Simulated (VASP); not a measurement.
Input of a VASP 6.6.1 run:

File INCAR:

```
SYSTEM = Nb
  PREC = Accurate
  ENCUT = 520
  EDIFF = 1E-7
  ISMEAR = -1
  SIGMA = 0.1
  LREAL = .False.
  LASPH = .True.
  NELM = 60
  ALGO = Normal
  ISIF = 2
  LWAVE = .False.
  LCHARG = .False.
  GGA = CA
  NBANDS = 20
```

KPOINTS

```
Automatic mesh
0
Gamma
  11 11 11
  0 0 0
```

Contents of POSCAR:

```
Nb
1.0
    0.0000000000      2.9161704924      2.9161704924
    2.9161704924      0.0000000000      2.9161704924
    2.9161704924      2.9161704924      0.0000000000
Nb
2
Direct
    0.1250000000      0.1250000000      0.1250000000
    0.8750000000      0.8750000000      0.8750000000
```

Potentials or basis: VASP PAW LDA potentials, release 64 (Nb_sv).

Launch:

```console
$ cat potpaw_LDA.64/Nb_sv/POTCAR > POTCAR
$ mpirun -np 1 vasp_std > vasp.out
```

Q: What does it give for the pressure?

A: -2.9 GPa.

Q: Estimate the band gap on the k mesh.

A: None (metal or under the smearing width).
